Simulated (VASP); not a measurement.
Level of theory: LDA (Ceperley-Alder, Perdew-Zunger) with spin-orbit coupling, VASP's LDA PAW potentials (set 64) (plane waves; VASP 6.6.1).

Input for VASP

POSCAR:
```
NiSb
10.260
  0.1915204678  -0.3317231969   0.0000000000
  0.1915204678   0.3317231969   0.0000000000
  0.0000000000   0.0000000000   0.5000000000
Ni Sb
2 2
Direct
  0.0000000000   0.0000000000   0.5000000000
  0.0000000000   0.0000000000   0.0000000000
  0.3333330000   0.6666670000   0.2500000000
  0.6666670000   0.3333330000   0.7500000000
```

**KPOINTS**
```
Automatic mesh
0
Gamma
8 8 5
0 0 0
```

INCAR:
```
SYSTEM = NiSb
PREC = Accurate; ENCUT = 300; LREAL = .False.
LASPH = .True.
EDIFF = 1E-6; NELM = 100; ALGO = Normal
LMAXMIX = 4
ISMEAR = -1; SIGMA = 0.1
GGA_COMPAT = .False.
MAGMOM = 12*0.0; LSORBIT = .True.; LNONCOLLINEAR = .True.
ISIF = 2
LWAVE = .False.; LCHARG = .False.; LORBIT = 11
```

POTCAR, in this order: Ni Sb (LDA.64 set). Program: vasp_ncl.

At this cut-off the stress carries a Pulay error, which pulls relaxed volumes low.

**Question.** Estimate the energy per atom (σ→0), pressure, band gap (on the k-mesh).

**Answer.** 
```yaml
energy per atom (σ→0): -6.063 eV/atom
band gap (on the k-mesh): none (metal, semimetal or under 0.01 eV)
pressure: -5.40 GPa
```

**OSZICAR**
```
...
DAV:   9    -0.242887333893E+02    0.74005E-01   -0.29333E-01  2620   0.936E+00    0.712E-01
DAV:  10    -0.242895363676E+02   -0.80298E-03   -0.11778E-02  2468   0.109E+00    0.471E-01
DAV:  11    -0.242891719248E+02    0.36444E-03   -0.61394E-04  2766   0.263E-01    0.287E-01
DAV:  12    -0.242884801722E+02    0.69175E-03   -0.14357E-03  3096   0.678E-01    0.181E-02
DAV:  13    -0.242884975687E+02   -0.17396E-04   -0.17687E-04  2454   0.975E-02    0.354E-02
DAV:  14    -0.242884942357E+02    0.33330E-05   -0.62218E-06  3314   0.313E-02    0.166E-02
DAV:  15    -0.242884941765E+02    0.59133E-07   -0.12373E-06  1570   0.121E-02
   1 F= -.24288494E+02 E0= -.24251349E+02  d E =-.742898E-01  mag=    -0.0000     0.0000    -0.0000
```

The structure is a typed NiSb crystal (P6_3/mmc). The cell was not relaxed at this level. The run is one of a series of settings (GGA_COMPAT = .FALSE., LNONCOLLINEAR = .TRUE., LSORBIT = .TRUE., MAGMOM = 0.0 0.0 0.0 0.0 0.0 0.0 0.0 0.0 0.0 0.0 0.0 0.0, program vasp_ncl against the base run), some of them coarse on purpose.
